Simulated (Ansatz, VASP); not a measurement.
# C (Diamond) in two plane-wave programs, part 2 of 2

Aim: how closely do two programs agree when they are given the same cell, functional and k mesh?

VASP 6.6.1 and Ansatz 0.2.0.

So far. Step 4 (Comparison): The walks stopped with -0.01 GPa left in Ansatz and 0.00 GPa in VASP; each walk ends within a tolerance, so the volume difference is uncertain by about these residues over the bulk modulus, most in soft cells.

## Step 5: VASP: relaxation of cell and atoms, r2SCAN with rVV10

Level of this step: r2SCAN with rVV10; plane waves and PAW (C) (VASP).

The relaxed volume is the usual yardstick between codes: its relative difference is about their pressure difference at one cell divided by the bulk modulus.

INCAR

```
SYSTEM = C
PREC = Accurate
ENCUT = 560
EDIFF = 1E-06
NELM = 100
ISMEAR = -1
SIGMA = 0.05
LREAL = .FALSE.
ALGO = Normal
METAGGA = R2SCAN
LUSE_VDW = .TRUE.
IVDW_NL = 2
BPARAM = 11.95
CPARAM = 0.0093
LASPH = .TRUE.
NBANDS = 10
LORBIT = 11
LWAVE = .FALSE.
LCHARG = .FALSE.
KPAR = 2
IBRION = 2
NSW = 60
ISIF = 3
EDIFFG = -0.01
```

POSCAR

```
C
1.0
    0.0000000000      1.7833700000      1.7833700000
    1.7833700000      0.0000000000      1.7833700000
    1.7833700000      1.7833700000      0.0000000000
C
2
Direct
    0.0000000000      0.0000000000      0.0000000000
    0.2500000000      0.2500000000      0.2500000000
```

KPOINTS

```
Automatic mesh
0
Gamma
11 11 11
0 0 0
```

PAW data sets: C (PBE family, release 64).

Run with:

```
$ mpirun -np 2 vasp_std
```

Numbers of over 12 decimals in the logs are rounded to 6 here.

Output:

```text
[banner, memory and clock lines left out]
running    2 mpi-ranks, on    1 nodes
[...]
|                                                                             |
|               ----> ADVICE to this user running VASP <----                  |
|                                                                             |
|     You have switched on vdW-DFT.                                           |
|     This routine was written and supplied by Jiri Klimes. We recommend      |
|     that you carefully read and cite the following publications:            |
|       J. Klimes, D.R. Bowler, A. Michelides                                 |
|          J. Phys.: Cond Matt. 22 022201 (2010)                              |
|       J. Klimes, D.R. Bowler, A. Michelides                                 |
|          Phys. Rev. B. 83, 195131 (2011)                                    |
|     and references therein.                                                 |
|                                                                             |

[...]
N       E                     dE             d eps       ncg     rms          rms(c)
Total rVV10 correction in eV:      0.0753996     8.0925839
Total rVV10 correction in eV:      0.0753996     8.0925839
DAV:   1    -0.195838762365E+02   -0.78689E-03   -0.13502E-02  1200   0.103E+00    0.944E-02
Total rVV10 correction in eV:      0.0756503     8.0925839
Total rVV10 correction in eV:      0.0756503     8.0925839
DAV:   2    -0.195839997459E+02   -0.12351E-03   -0.27070E-04  1168   0.152E-01    0.620E-02
Total rVV10 correction in eV:      0.0758968     8.0925839
Total rVV10 correction in eV:      0.0758968     8.0925839
DAV:   3    -0.195839647243E+02    0.35022E-04   -0.55723E-05  1192   0.587E-02    0.683E-03
Total rVV10 correction in eV:      0.0759144     8.0925839
Total rVV10 correction in eV:      0.0759144     8.0925839
DAV:   4    -0.195839643327E+02    0.39157E-06   -0.93071E-07  1076   0.978E-03
Total rVV10 correction in eV:      0.0759094     8.0925839
Total rVV10 correction in eV:      0.0759094     8.0925839
Total rVV10 correction in eV:      0.0759116     8.0925839
Total rVV10 correction in eV:      0.0759116     8.0925839
   3 F= -.19583964E+02 E0= -.19583964E+02  d E =-.560694E-03
[...]
reached required accuracy - stopping structural energy minimisation
```

OUTCAR, selected parts (step 5):

```text
  Total        0.0003820      0.0003820      0.0003820     -0.0000000      0.0000000      0.0000000
  in kB        0.0542706      0.0542706      0.0542706     -0.0000000      0.0000000      0.0000000
  external PRESSURE =       0.0542706 kB  Pullay stress =       0.0000000 kB

 POSITION                                       TOTAL-FORCE (eV/Angst)
 -----------------------------------------------------------------------------------
      0.00000      0.00000      0.00000        -0.000000     -0.000000      0.000000
      0.88991      0.88991      0.88991         0.000000      0.000000     -0.000000
 -----------------------------------------------------------------------------------
    total drift:                                0.000000      0.000000      0.000000

  FREE ENERGIE OF THE ION-ELECTRON SYSTEM (eV)
  ---------------------------------------------------
  free  energy   TOTEN  =       -19.5839643327 eV

  energy  without entropy=      -19.5839643327  energy(sigma->0) =      -19.58396433

[... 2 parts as in an earlier step ...]

[... 2 further parts left out ...]
[key lines of the parts left out:]
E-fermi :  10.8401
```

## Step 6: Ansatz: relaxation of cell and atoms, r2SCAN with rVV10

The same cell, functional, mesh and smearing now go to Ansatz, which takes its cutoff from its data sets.

input.yaml

```yaml
crystal:
  lattice:
    - [0.0, 1.78337, 1.78337]
    - [1.78337, 0.0, 1.78337]
    - [1.78337, 1.78337, 0.0]
  atoms:
    - { symbol: C, position: [0.0, 0.0, 0.0] }
    - { symbol: C, position: [0.25, 0.25, 0.25] }
hamiltonian:
  xc: r2scan
  pseudopotentials: { kind: paw }
  dispersion: rvv10
kpoints:
  mp_grid: { grid: [11, 11, 11] }
scf:
  occupations: { method: fermi_dirac, width: 0.05 }
relax:
  f_tol: 0.01
  max_steps: 60
  cell: { stress_tol: 0.05 }
output:
  forces: true
  stress: true
  write_density: true
  write_potential: true
  elf: true
  volumetric_format: npy
```

Run with:

```
$ ansatz run input.yaml --threads 4 --pin off --max-ram 9216MiB --backend cpu --events-out ev --progress --plain --runs-dir out
```

Output:

```text
[...]
Crystal: 2 atoms, lattice volume = 11.344 Å³
Basis set: ecut = 500 eV, 283 PW (Γ), exchange–correlation on 96×96×96 points (64 copies of the dense FFT grid, shifted against one another)
Bands: 8, of which v1, the nominal top of the filled ones, is band 4 counted from 1 (3 counted from 0)
Symmetry: 48 space group operations
[...]
k-points: 56 of 1331
[...]
-0.000000      -0.000000       0.012131
  P = ⅓ Tr σ = 0.0121 GPa (0.121 kbar)
--- Band table (eV; the first three rows and the last of 56) ---
[...]
--- Relaxed structure (3 steps of the walk, 3 accepted, 1 SCFs on fresh bases) ---
[...]
cell:  # Å, volume = 11.2592 Å³
    - [0, 1.778931, 1.778931]
    - [1.778931, 0, 1.778931]
    - [1.778931, 1.778931, 0]
  atoms:
    - { symbol: C, position: [0, 0, 0] }
    - { symbol: C, position: [0.25, 0.25, 0.25] }
[key lines of the parts left out:]
SCF converged after 4 iterations
Free energy (F): -502.851384 eV
Fermi energy:    15.580743 eV
```

Run time: 2.3 s. Hardware: 4 threads of Arm Neoverse V1, shared host; peak memory 0.33 GiB; 7.1 s of CPU time.

## Step 7: Comparison

What differs besides the data sets and the points named for the pairs above, as far as they apply: VASP keeps PBE cores, Ansatz makes them for the functional; the cutoff is 500 eV in Ansatz and 560 eV in VASP. Total energies have different zeros and are not compared.

Compared:

```
                                         quantity  Ansatz   VASP  difference
                                      volume (Å³)   11.26  11.28     -0.15 %
edge a after relaxation, in the typed setting (Å)   2.516  2.517     -0.05 %
```

The walks stopped with 0.01 GPa left in Ansatz and 0.01 GPa in VASP; each walk ends within a tolerance, so the volume difference is uncertain by about these residues over the bulk modulus, most in soft cells.

## Step 8: What came out

```yaml
difference_in_volume_relaxation_of_cell_and_atoms_pbe_with_d3_bj: -0.074 %
difference_in_volume_relaxation_of_cell_and_atoms_r2scan_with_rvv10: -0.15 %
```

What this shows: The difference in volume is -0.15 % (relaxation of cell and atoms, r2SCAN with rVV10), within the 1.2 % picked in this series as the mark of a large difference, as far as the stopping tolerances let one tell. How closely two codes agree says nothing of how well the functional describes the real material.

[Lines on the potential files, build, host, timing and source positions are cut from VASP's logs without a mark.]

[Logs are printed without paths, hosts, clocks, repeated set-up lines and the standing remarks that a program may print on its own settings, such as how far it seeks lower states.]

[Hosts, paths, dates, database ids (printed as entryN), source tags and the programs' standing remarks are cut or masked in the printed files.]
